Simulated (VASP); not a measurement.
These are PBEsol GGA, VASP's PBE PAW potentials (set 64) (plane waves; VASP 6.6.1) values and carry that method's errors.

Input for VASP

KPOINTS:
```
Automatic
0
Gamma
  5 5 1
```

POSCAR:
```
Sr(210) slab
1
    7.2401965853     0.0000000000     0.0000000000
    4.8267973994     5.3965235374    -0.0000000000
   -0.0000000000    -0.0000000000    25.1595127137
Sr
8
Direct
  0.4500000000   0.4500000000   0.3161110000
  0.7500000000   0.7500000000   0.3686510000
  0.0500000000   0.0500000000   0.4211900000
  0.3500000000   0.3500000000   0.4737300000
  0.6500000000   0.6500000000   0.5262700000
  0.9500000000   0.9500000000   0.5788100000
  0.2500000000   0.2500000000   0.6313490000
  0.5500000000   0.5500000000   0.6838890000
```

INCAR:
```
SYSTEM = Sr(210) slab
PREC = Normal; ENCUT = 400; LREAL = .False.
LASPH = .True.
EDIFF = 1E-5; NELM = 100; NELMIN = 4
ALGO = Normal; LMAXMIX = 4
ISMEAR = 1; SIGMA = 0.1
GGA = PS
IBRION = 2; NSW = 50; ISIF = 2
EDIFFG = -0.03
LWAVE = .True.; LCHARG = .False.
DIPOL = 0.5 0.5 0.5
LDIPOL = .True.; IDIPOL = 3
```

POTCAR, in this order: Sr_sv (PBE.64 set). Program: vasp_std.

Output

OSZICAR:
```
       N       E                     dE             d eps       ncg     rms          rms(c)
DAV:   1     0.421084384923E+03    0.42108E+03   -0.32406E+04  1232   0.103E+03
DAV:   2     0.369537584092E+02   -0.38413E+03   -0.37774E+03  1024   0.264E+02
DAV:   3    -0.946009057235E+01   -0.46414E+02   -0.45764E+02  1248   0.544E+01
DAV:   4    -0.140578003205E+02   -0.45977E+01   -0.45620E+01  1432   0.196E+01
DAV:   5    -0.144318111390E+02   -0.37401E+00   -0.37356E+00  1240   0.422E+00    0.384E+01
DAV:   6    -0.125665954464E+02    0.18652E+01   -0.83833E+00  1072   0.748E+00    0.173E+01
DAV:   7    -0.124655657731E+02    0.10103E+00   -0.25451E+00  1080   0.401E+00    0.819E+00
DAV:   8    -0.124068545967E+02    0.58711E-01   -0.45373E-01  1168   0.144E+00    0.163E+00
DAV:   9    -0.124097320993E+02   -0.28775E-02   -0.58299E-02  1216   0.523E-01    0.109E+00
DAV:  10    -0.124101743194E+02   -0.44222E-03   -0.88468E-03  1128   0.285E-01    0.325E-01
DAV:  11    -0.124117893214E+02   -0.16150E-02   -0.17324E-03  1280   0.107E-01    0.102E-01
DAV:  12    -0.124130240381E+02   -0.12347E-02   -0.61014E-04  1064   0.447E-02    0.482E-02
DAV:  13    -0.124141226128E+02   -0.10986E-02   -0.49582E-04   968   0.334E-02    0.321E-02
DAV:  14    -0.124146344989E+02   -0.51189E-03   -0.36506E-04   856   0.295E-02    0.176E-02
DAV:  15    -0.124147152107E+02   -0.80712E-04   -0.14050E-04   856   0.172E-02    0.931E-03
DAV:  16    -0.124147358630E+02   -0.20652E-04   -0.76313E-06   728   0.666E-03    0.539E-03
DAV:  17    -0.124147634708E+02   -0.27608E-04   -0.11297E-05   744   0.627E-03    0.359E-03
DAV:  18    -0.124147595516E+02    0.39192E-05   -0.57926E-06   704   0.462E-03
   1 F= -.12414760E+02 E0= -.12411233E+02  d E =-.124148E+02
       N       E                     dE             d eps       ncg     rms          rms(c)
DAV:   1    -0.124153941151E+02   -0.63064E-03   -0.98497E-02   944   0.132E+00    0.704E-02
DAV:   2    -0.124155707234E+02   -0.17661E-03   -0.21797E-03   992   0.204E-01    0.312E-02
DAV:   3    -0.124155935513E+02   -0.22828E-04   -0.21901E-04  1288   0.403E-02    0.144E-02
DAV:   4    -0.124156005597E+02   -0.70084E-05   -0.15859E-06   648   0.629E-03
   2 F= -.12415601E+02 E0= -.12412069E+02  d E =-.841008E-03
       N       E                     dE             d eps       ncg     rms          rms(c)
DAV:   1    -0.124159804881E+02   -0.38694E-03   -0.88521E-01   880   0.396E+00    0.212E-01
DAV:   2    -0.124175192805E+02   -0.15388E-02   -0.19632E-02   928   0.612E-01    0.944E-02
DAV:   3    -0.124176833315E+02   -0.16405E-03   -0.19889E-03  1360   0.121E-01    0.435E-02
DAV:   4    -0.124176903143E+02   -0.69828E-05   -0.16013E-05   768   0.153E-02
   3 F= -.12417690E+02 E0= -.12414147E+02  d E =-.293076E-02
       N       E                     dE             d eps       ncg     rms          rms(c)
DAV:   1    -0.124136667172E+02    0.40166E-02   -0.35385E+00   864   0.792E+00    0.424E-01
DAV:   2    -0.124198269053E+02   -0.61602E-02   -0.78705E-02   880   0.122E+00    0.189E-01
DAV:   3    -0.124204728818E+02   -0.64598E-03   -0.80437E-03  1408   0.244E-01    0.882E-02
DAV:   4    -0.124205046546E+02   -0.31773E-04   -0.83130E-05  1112   0.341E-02    0.496E-02
DAV:   5    -0.124205134409E+02   -0.87863E-05   -0.31926E-05   848   0.244E-02
   4 F= -.12420513E+02 E0= -.12416956E+02  d E =-.575389E-02
       N       E                     dE             d eps       ncg     rms          rms(c)
DAV:   1    -0.123930974274E+02    0.27407E-01   -0.14182E+01   864   0.158E+01    0.850E-01
DAV:   2    -0.124181630125E+02   -0.25066E-01   -0.31918E-01   864   0.246E+00    0.383E-01
DAV:   3    -0.124207575224E+02   -0.25945E-02   -0.32353E-02  1464   0.492E-01    0.181E-01
DAV:   4    -0.124208714308E+02   -0.11391E-03   -0.34506E-04  1176   0.710E-02    0.102E-01
DAV:   5    -0.124209121462E+02   -0.40715E-04   -0.13447E-04  1024   0.497E-02    0.212E-02
DAV:   6    -0.124209146762E+02   -0.25301E-05   -0.91680E-06   688   0.122E-02
   5 F= -.12420915E+02 E0= -.12417361E+02  d E =-.615512E-02
       N       E                     dE             d eps       ncg     rms          rms(c)
DAV:   1    -0.124160475731E+02    0.48646E-02   -0.28863E+00   864   0.714E+00    0.385E-01
DAV:   2    -0.124210439305E+02   -0.49964E-02   -0.63988E-02   864   0.110E+00    0.171E-01
DAV:   3    -0.124215592984E+02   -0.51537E-03   -0.64351E-03  1360   0.218E-01    0.806E-02
DAV:   4    -0.124215806150E+02   -0.21317E-04   -0.75993E-05  1088   0.305E-02    0.458E-02
DAV:   5    -0.124215877867E+02   -0.71717E-05   -0.25841E-05   824   0.222E-02
   6 F= -.12421588E+02 E0= -.12418030E+02  d E =-.682824E-02
       N       E                     dE             d eps       ncg     rms          rms(c)
DAV:   1    -0.124209564069E+02    0.62421E-03   -0.88375E-01   864   0.370E+00    0.234E-01
DAV:   2    -0.124224853129E+02   -0.15289E-02   -0.19636E-02   888   0.581E-01    0.947E-02
DAV:   3    -0.124226468591E+02   -0.16155E-03   -0.20011E-03  1344   0.120E-01    0.434E-02
DAV:   4    -0.124226504490E+02   -0.35899E-05   -0.22394E-05   800   0.167E-02
   7 F= -.12422650E+02 E0= -.12419098E+02  d E =-.106266E-02
```

**OUTCAR**
```
------------------------ aborting loop because EDIFF is reached ----------------------------------------
  FORCE on cell =-STRESS in cart. coord.  units (eV):
  Direction    XX          YY          ZZ          XY          YZ          ZX
  --------------------------------------------------------------------------------------
  Total       -0.6959748     -1.4474006     -0.0574359      0.4200600      0.1270516      0.2840961
  in kB       -1.1343249     -2.3590257     -0.0936111      0.6846289      0.2070733      0.4630301
  external PRESSURE =      -1.1956539 kB  Pullay stress =       0.0000000 kB
  volume of cell :      983.03
      direct lattice vectors                 reciprocal lattice vectors
     7.240196585  0.000000000  0.000000000     0.138117797 -0.123536313  0.000000000
     4.826797399  5.396523537  0.000000000     0.000000000  0.185304482  0.000000000
     0.000000000  0.000000000 25.159512714     0.000000000  0.000000000  0.039746398
 POSITION                                       TOTAL-FORCE (eV/Angst)
 -----------------------------------------------------------------------------------
      5.39747      2.41382      7.94244        -0.021213     -0.009487     -0.012032
      9.03817      4.04199      9.32699        -0.015589     -0.006972      0.001946
      0.60837      0.27207     10.56955         0.005827      0.002606      0.015066
      4.24647      1.89908     11.88831        -0.003763     -0.001683      0.013269
      7.82052      3.49744     13.27120         0.003763      0.001683     -0.013269
     11.45862      5.12445     14.58996        -0.005827     -0.002606     -0.015066
      3.02882      1.35453     15.83253         0.015589      0.006972     -0.001946
      6.66952      2.98270     17.21707         0.021213      0.009487      0.012032
 -----------------------------------------------------------------------------------
    total drift:                                0.000000      0.000000     -0.000000
  FREE ENERGIE OF THE ION-ELECTRON SYSTEM (eV)
  ---------------------------------------------------
  free  energy   TOTEN  =       -12.4226504490 eV

  energy  without entropy=      -12.4119943294  energy(sigma->0) =      -12.41909841

 reached required accuracy - stopping structural energy minimisation
```
(Selected blocks of OUTCAR.)

CONTCAR:
```
Sr(210) slab
   1.00000000000000
     7.2401965852999997    0.0000000000000000    0.0000000000000000
     4.8267973994000002    5.3965235374000002    0.0000000000000000
     0.0000000000000000    0.0000000000000000   25.1595127136999999
  Sr
     8
Direct
     0.4472921585303252    0.4472921585303252    0.3156834700537798
     0.7489996628217873    0.7489996628217873    0.3707141129863234
     0.0504160441987855    0.0504160441987855    0.4201015538862096
     0.3519078303312564    0.3519078303312564    0.4725174840787006
     0.6480921696687435    0.6480921696687435    0.5274825159212991
     0.9495839558012146    0.9495839558012146    0.5798984461137904
     0.2510003371782127    0.2510003371782127    0.6292858870136766
     0.5527078414696748    0.5527078414696748    0.6843165299462203
```

The cell is a thin slab with vacuum, built from Sr (fcc): (210) face.
